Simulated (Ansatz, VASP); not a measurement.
# Na2CaMg2TiAl4FeSi16O45 in two plane-wave programs

Wanted: the spread between two codes on one cell, functional and k mesh. The structure shown is frame 37 of Ansatz's trajectory.

Program: Ansatz 0.2.0. Level of theory: plane waves, with VASP 6.6.1 beside it; single point at PBE. Results are calculated unless marked as measured.

**1. The structure**

The cell holds 72 atoms: 16 Si, 4 Al, 1 Fe, 2 Mg, 1 Ca, 2 Na, 1 Ti and 45 O. Its edges and angles: a = 9.773 Å, b = 9.773 Å, c = 9.773 Å, α = 90.0°, β = 90.0°, γ = 90.0°. As first built, before any earlier steps moved the atoms (in the runner's words): 72 atoms (16 Si, 4 Al, 1 Fe, 2 Mg, 1 Ca, 2 Na, 1 Ti, 45 O) placed at random at 2.52 g/cm^3, melted at 3000 K for 20 ps at fixed volume with the Buckingham and Coulomb pair potential of Guillot and Sator (Geochim. Cosmochim. Acta 71, 1249 (2007)) with the boron terms of Wang et al. (J. Non-Cryst. Solids 498, 294 (2018)). Quenched from 3000 K to 300 K at 20 K/ps and fixed volume, held 10 ps at zero pressure.

**2. Ansatz: dynamics, PBE**

Ansatz runs on its default PAW (the set named soft_2) files.

One frame of this run of dynamics is then solved in both programs, so the motion causes no difference.

Contents of input.yaml:

```yaml
crystal:
  lattice:
    - [9.77345, 0.0, 0.0]
    - [0.0, 9.77345, 0.0]
    - [0.0, 0.0, 9.77345]
  atoms:
    - { symbol: Si, position: [0.12366, 0.33828, 0.26665] }
    - { symbol: Si, position: [0.81166, 0.62571, 0.54751] }
    - { symbol: Si, position: [0.50634, 0.98478, 0.70154] }
    - { symbol: Si, position: [0.80099, 0.98368, 0.39009] }
    - { symbol: Si, position: [0.01622, 0.64938, 0.29711] }
    - { symbol: Si, position: [0.60804, 0.50777, 0.13209] }
    - { symbol: Si, position: [0.89227, 0.71715, 0.00378] }
    - { symbol: Si, position: [0.52833, 0.4923, 0.44023] }
    - { symbol: Si, position: [0.71914, 0.05642, 0.97035] }
    - { symbol: Si, position: [0.57859, 0.17297, 0.44718] }
    - { symbol: Si, position: [0.9006, 0.05343, 0.68848] }
    - { symbol: Si, position: [0.32644, 0.40609, 0.04693] }
    - { symbol: Si, position: [0.65262, 0.7257, 0.79847] }
    - { symbol: Si, position: [0.24744, 0.84394, 0.17412] }
    - { symbol: Si, position: [0.82454, 0.35511, 0.73349] }
    - { symbol: Si, position: [0.38078, 0.57704, 0.68366] }
    - { symbol: Al, position: [0.19179, 0.68503, 0.90167] }
    - { symbol: Al, position: [0.10637, 0.0463, 0.34523] }
    - { symbol: Al, position: [0.87073, 0.32074, 0.05831] }
    - { symbol: Al, position: [0.59338, 0.83264, 0.20254] }
    - { symbol: Fe, position: [0.18763, 0.8794, 0.65369], spin: 4.0 }
    - { symbol: Mg, position: [0.99195, 0.05057, 0.10974] }
    - { symbol: Mg, position: [0.39815, 0.91262, 0.41407] }
    - { symbol: Ca, position: [0.40996, 0.10317, 0.10536] }
    - { symbol: Na, position: [0.08719, 0.45605, 0.76687] }
    - { symbol: Na, position: [0.17945, 0.21244, 0.66414] }
    - { symbol: Ti, position: [0.47929, 0.27831, 0.82012] }
    - { symbol: O, position: [0.92782, 0.67432, 0.43923] }
    - { symbol: O, position: [0.2361, 0.53092, 0.98513] }
    - { symbol: O, position: [0.52955, 0.48526, 0.27514] }
    - { symbol: O, position: [0.91697, 0.88355, 0.01876] }
    - { symbol: O, position: [0.36688, 0.41669, 0.72455] }
    - { symbol: O, position: [0.07625, 0.48961, 0.32132] }
    - { symbol: O, position: [0.24484, 0.66415, 0.73033] }
    - { symbol: O, position: [0.6813, 0.55227, 0.47018] }
    - { symbol: O, position: [0.02547, 0.28026, 0.14432] }
    - { symbol: O, position: [0.48837, 0.44684, 0.03365] }
    - { symbol: O, position: [0.86005, 0.97916, 0.54521] }
    - { symbol: O, position: [0.74692, 0.41808, 0.12728] }
    - { symbol: O, position: [0.19883, 0.94086, 0.44452] }
    - { symbol: O, position: [0.85645, 0.50049, 0.6538] }
    - { symbol: O, position: [0.57539, 0.87718, 0.81888] }
    - { symbol: O, position: [0.27268, 0.35712, 0.19834] }
    - { symbol: O, position: [0.88692, 0.37328, 0.88729] }
    - { symbol: O, position: [0.54362, 0.32985, 0.49179] }
    - { symbol: O, position: [0.05346, 0.01209, 0.72793] }
    - { symbol: O, position: [0.39885, 0.10895, 0.74052] }
    - { symbol: O, position: [0.79229, 0.04451, 0.81521] }
    - { symbol: O, position: [0.658, 0.33064, 0.74547] }
    - { symbol: O, position: [0.02361, 0.66929, 0.91102] }
    - { symbol: O, position: [0.64154, 0.95433, 0.08493] }
    - { symbol: O, position: [0.42031, 0.87081, 0.6152] }
    - { symbol: O, position: [0.59719, 0.07045, 0.58481] }
    - { symbol: O, position: [0.32723, 0.26882, 0.95587] }
    - { symbol: O, position: [0.45634, 0.10606, 0.35754] }
    - { symbol: O, position: [0.89934, 0.22161, 0.66339] }
    - { symbol: O, position: [0.58434, 0.15468, 0.93981] }
    - { symbol: O, position: [0.71969, 0.13374, 0.37414] }
    - { symbol: O, position: [0.11304, 0.2174, 0.38063] }
    - { symbol: O, position: [0.61831, 0.67165, 0.13589] }
    - { symbol: O, position: [0.40683, 0.57345, 0.51626] }
    - { symbol: O, position: [0.15269, 0.74003, 0.26194] }
    - { symbol: O, position: [0.76105, 0.67671, 0.91494] }
    - { symbol: O, position: [0.9181, 0.66503, 0.16072] }
    - { symbol: O, position: [0.94377, 0.9798, 0.30029] }
    - { symbol: O, position: [0.68661, 0.86895, 0.34971] }
    - { symbol: O, position: [0.18285, 0.99736, 0.18314] }
    - { symbol: O, position: [0.74522, 0.73333, 0.65739] }
    - { symbol: O, position: [0.52039, 0.6271, 0.76285] }
    - { symbol: O, position: [0.41287, 0.8536, 0.22594] }
    - { symbol: O, position: [0.25917, 0.80102, 0.01228] }
    - { symbol: O, position: [0.82553, 0.15036, 0.05735] }
magnetization:
  spin_polarized: true
kpoints:
  mp_grid: { grid: [1, 1, 1] }
hamiltonian:
  xc: pbe
scf:
  occupations: { method: gaussian, width: 0.025 }
  lower_state_search: "off"
output:
  forces: true
  stress: true
md:
  timestep: 1.0
  n_steps: 110
  ensemble: nvt_nose_hoover
  temperature: 600
  initial_velocities: maxwell_boltzmann
  seed: 5279
```

Command:

```bash
$ ansatz run input.yaml --threads 4 --pin off --max-ram 8192MiB --backend cpu --events-out ev --progress --plain --runs-dir out
```

Numbers of over 12 decimals in the logs are rounded to 6 here.

The program printed:

```text
Warning: md: disabling space-group detection — thermal motion breaks the input geometry's symmetry, so no spatial operation reduces the k-mesh or symmetrises the density; time reversal is kept, so that k and −k are solved as one point where they differ and the mesh holds both, and exact exchange and, on two spinor components, a DFT+U term hold to it where the run has them: on two components no moment then forms, and  [...]
Warning: output.stress: scf.convergence.dr2_threshold = 1e-7 eV (the SCF's general default) is looser than the 7.2e-9 eV advised for a printed stress (1e-10 eV for each atom of the cell: 72). What an SCF threshold leaves in a stress goes as its square root, and in the free energy as the threshold itself, and one threshold admits the most on a small cell: [figures from the program's tests cut] Set scf.convergence.dr2_threshold to 7.2e-9 eV or tighter. The threshold is an SCF's pass mark: one that does not reach it within its budget of iterations ends unconverged, or closes short of it on a stop that the run arms, and scf.convergence.dr2_threshold's page says what that costs each kind of run
Engine: ansatz 0.2.0, aarch64-unknown-linux-gnu
Pseudopotentials: kind: paw
Pseudopotential: Si, paw, valence charge 4, recommended cutoff 420 eV (normal), Si.paw.azcp
Pseudopotential: Al, paw, valence charge 3, recommended cutoff 420 eV (normal), Al.paw.azcp
Pseudopotential: Fe, paw, valence charge 16, recommended cutoff 420 eV (normal), Fe.paw.azcp
Pseudopotential: Mg, paw, valence charge 10, recommended cutoff 420 eV (normal), Mg.paw.azcp
Pseudopotential: Ca, paw, valence charge 10, recommended cutoff 420 eV (normal), Ca.paw.azcp
Pseudopotential: Na, paw, valence charge 9, recommended cutoff 420 eV (normal), Na.paw.azcp
Pseudopotential: Ti, paw, valence charge 12, recommended cutoff 420 eV (normal), Ti.paw.azcp
Pseudopotential: O, paw, valence charge 6, recommended cutoff 420 eV (normal), O.paw.azcp
Functional definition: PBE
  parameter kappa = 0.804
  parameter beta = 0.066725
  exchange = pbe_x(kappa = kappa, mu = beta*pi^2/3)
  correlation = pbe_c(beta = beta)
Crystal: 72 atoms, lattice volume = 933.563 Å³
Basis set: ecut = 420 eV, 18277 PW (Γ), exchange–correlation on 144×144×144 points (8 copies of the dense FFT grid, shifted against one another)
Bands: 285, of which v1, the nominal top of the filled ones, is band 211 counted from 1 (210 counted from 0)
Symmetry: 1 space group operations
k-points: 1
Non-local potential: Si, projectors of the file, l = 0: 2, l = 1: 2, l = 2: 2
Non-local potential: Al, projectors of the file, l = 0: 2, l = 1: 2, l = 2: 1
Non-local potential: Fe, projectors of the file, l = 0: 3, l = 1: 2, l = 2: 3, l = 3: 1
Non-local potential: Mg, projectors of the file, l = 0: 3, l = 1: 2, l = 2: 1
Non-local potential: Ca, projectors of the file, l = 0: 3, l = 1: 2, l = 2: 2
Non-local potential: Na, projectors of the file, l = 0: 3, l = 1: 2, l = 2: 1
Non-local potential: Ti, projectors of the file, l = 0: 3, l = 1: 2, l = 2: 3, l = 3: 1
Non-local potential: O, projectors of the file, l = 0: 2, l = 1: 2, l = 2: 1
PAW form: soft (Blöchl's): semilocal exchange-correlation on the pseudo side does not see the compensation charge
PAW one-centre angular grid: Si, 110 points (default); XC on 64 Gauss nodes
PAW one-centre angular grid: Al, 110 points (default); XC on 64 Gauss nodes
PAW one-centre angular grid: Fe, 590 points (default); XC on 64 Gauss nodes
PAW one-centre angular grid: Mg, 110 points (default); XC on 64 Gauss nodes
PAW one-centre angular grid: Ca, 110 points (default); XC on 64 Gauss nodes
PAW one-centre angular grid: Na, 110 points (default); XC on 64 Gauss nodes
PAW one-centre angular grid: Ti, 590 points (default); XC on 64 Gauss nodes
PAW one-centre angular grid: O, 110 points (default); XC on 64 Gauss nodes
Initial density: superposition of atomic densities (chi_scale 0.1, normalization cell, long waves 25 % of neutral atoms (reshape's long-wave potential 1.25 eV rms, cloud 2.42 Å wide))
Starting moments: Σ|m| = 4 μB on 1 of 72 sites
Initial wavefunctions: pseudopotential atomic-orbital guess
Functional: x = pbe(κ = 0.804, μ = 0.219515), c = pbe(β = 0.066725)
[...]
SCF iter   8: F=—  HF=-53548.332522 eV  |F-HF|=—  |Δ(HF+E_count)|=   7.45e-7  Δρ=7.20e-6 (↑5.58e-6 ↓7.20e-6)  dr2=1.15e-6  dr2_m=3.93e-8  M=4.000 μB ∫|m|=4.125 μB  β_m=0.57  ethr=8.36e-10  ⟨swp⟩=2.0  Hψ=992  notcnv=0
SCF iter   9: F=-53548.332522 eV  HF=-53548.332522 eV  |F-HF|=6.66e-8  |Δ(HF+E_count)|=   2.85e-7  Δρ=2.76e-6 (↑1.47e-6 ↓2.76e-6)  dr2=9.87e-8  dr2_m=1.21e-8  M=4.000 μB ∫|m|=4.125 μB  ethr=2.37e-11  ⟨swp⟩=3.0  Hψ=2188  notcnv=0
SCF 111 converged in 9 iterations: F = -53548.332522 eV  dr2 = 9.87e-8
md step   110: t =   110.00 fs  T =   568.2 K  F+E_penalty+E_count = -53548.33252246 eV  E_kin = 5.214320 eV  conserved = -53543.02469235 eV  P_inst = 2.7708 GPa  (9 SCF iters)
SCF converged after 9 iterations
Magnetization: 4.0000 μB (213.0000 up, 209.0000 down)
Absolute magnetization: 4.1256 μB (∫|ρ↑−ρ↓|, with the PAW one-centre terms)
Spin contamination: 0.0253 ħ² per cell (⟨S²⟩ above its minimum at these occupations)
Per-site moments (μB) at R_I (Å): [(1.1605370281427234e-5, 0.671788), (-2.6357226192887657e-5, 0.661497), (0.00169895, 0.655092), (3.467242905553133e-5, 0.664978), (-1.0014385454798441e-5, 0.649616), (-1.1596382416557951e-5, 0.663102), (8.440841258975557e-5, 0.664997), (-1.856147053756343e-5, 0.656752), (5.666854814942425e-5, 0.672870), (4.4405747085123595e-5, 0.656986), (0.00196447, 0.640541), (9.144818801211e-7, 0. [...]
Free energy (F): -53548.332522 eV
Harris-Foulkes:  -53548.332522 eV  (|F-HF|=6.66e-8)
Internal energy: -53548.332522 eV  (E = F + TS)
E sigma→0 (E₀):  -53548.332522 eV
Fermi energy:    6.185136 eV
--- Per-component energies (eV) ---
  E_band       = -3165.394897
  E_kinetic    = 10116.262035
  E_local      = -35439.440910  (includes V_loc(G=0)·N_el)
  E_nonlocal   = 3299.534360
  E_hartree    = 13498.405869
  E_xc         = -4885.881309
  E_vxc        = -5767.396540  (∫ρ·V_xc dr)
  E_paw        = -21606.372507  (= ΣΔE_a)
  E_vpaw       = -2371.271774  (= ΣTr[D̂ρ^β])
  E_aug_tail   = 0.115134  (compensation charges beyond the density's cutoff)
  E_ewald      = -18530.955196
  E_smearing   = -0.000000  (= −TS)
  E_closure    = 0.000000  (closes the sum)
  Σ components = -53548.332522   (vs F -53548.332522, Δ=0.00e0)
--- Forces (eV/Å), atoms counted from 1 ---
  atom   1  Si     1.26612914     1.18074559     1.15966178
  atom   2  Si    -0.29672175     0.33443855    -0.03150251
  atom   3  Si     1.25994635     0.03982431    -0.33083730
  atom   4  Si    -1.70033000     0.53068926    -0.89356771
  atom   5  Si     0.85561691     1.52016481     2.64913340
  atom   6  Si     1.79810479     0.19097033    -1.48382381
  atom   7  Si     1.24170868     1.20773052    -1.33241955
  atom   8  Si    -2.60794281     0.64346828     1.49249466
  atom   9  Si    -0.66075179    -0.97606747    -0.36723345
  atom  10  Si     0.28797488     1.50283608     1.19497826
  atom  11  Si    -2.13406715     0.02733478     1.13175483
  atom  12  Si    -0.55794455     0.63303219     2.07892297
  atom  13  Si    -1.82534072     2.26609194     2.24506367
  atom  14  Si     0.32849782     0.35928218     1.09961856
  atom  15  Si     2.25506709     0.69023717    -1.45081349
  atom  16  Si    -0.72023646     1.08991268    -2.29049805
  atom  17  Al     0.48993488     0.74937626    -0.01180454
  atom  18  Al     2.34142337     0.32459764     1.69809357
  atom  19  Al    -0.67383459     0.49427486     0.62465175
  atom  20  Al    -0.09874739     0.12816874     0.31868943
  atom  21  Fe    -1.08791837     0.75490423    -0.17847080
  atom  22  Mg    -0.47528689    -1.25743399     0.54766180
  atom  23  Mg     0.39927838    -0.19379328     0.35499463
  atom  24  Ca    -0.68000454    -0.43967562     0.34765247
[...]
atom  65  O     -3.83382156    -0.74033693    -1.69685571
  atom  66  O      0.61043151     0.14729276     0.42035854
  atom  67  O      0.23328192    -1.45316428    -1.09800030
  atom  68  O      1.89196433     0.10132307    -1.70602793
  atom  69  O     -0.85092787    -0.37344858     0.15163676
  atom  70  O      1.01860057    -0.38452371    -0.94750794
  atom  71  O     -1.41514376    -0.98134471     0.88681086
  atom  72  O      1.02336232    -0.65015380    -0.36581587
  max |Σ_I F_I| component: 6.40e-5 eV/Å
--- Stress (GPa, compression-positive) ---
        1.738971       1.535571       3.680206
        1.535526       1.460452       0.700684
        3.680183       0.700670       3.297960
  P = ⅓ Tr σ = 2.1658 GPa (21.658 kbar)
--- MD trajectory: 110 steps, t = 0.0 → 110.0 fs ---
  final state: T = 568.2 K   F+E_penalty+E_count = -53548.33252246 eV   E_kin = 5.214320 eV
  conserved energy: peak-to-peak 6.622e-3 eV (9.197e-5 eV/atom) over 110.0 fs
```

[end of part 1 of 2]

[Lines on the potential files, build, host, timing and source positions are cut from VASP's logs without a mark.]

[Logs are printed without paths, hosts, clocks, repeated set-up lines and the standing remarks that a program may print on its own settings, such as how far it seeks lower states.]

[Hosts, paths, dates, database ids (printed as entryN), source tags and the programs' standing remarks are cut or masked in the printed files.]
